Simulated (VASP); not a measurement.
Data:

```xyz
2
Lattice="0.0000 2.2771 2.2771 2.2771 0.0000 2.2771 2.2771 2.2771 0.0000" Properties=species:S:1:pos:R:3 pbc="T T T"
Zr     0.0000     0.0000     0.0000
N      2.2771     2.2771     2.2771
```

Level of theory: PBEsol GGA, VASP's PBE PAW potentials (set 64) (plane waves; VASP). Numerical set-up: 620 eV cut-off, 14×14×14 Γ-centred mesh, first-order Methfessel-Paxton smearing of 0.10 eV, potentials Zr_sv N.

Task: Predict the energy per atom (σ→0), band gap (on the k-mesh) with the smallest direct gap where there is one.

Result: 
```json
{
 "band gap (on the k-mesh)": "none (metal, semimetal or under 0.01 eV)",
 "energy per atom (σ→0)": "-10775 meV/atom"
}
```

The compound is ZrN in the rock salt structure. It was relaxed first. The electron count is odd and the run is not spin-polarised, which forces a metal.
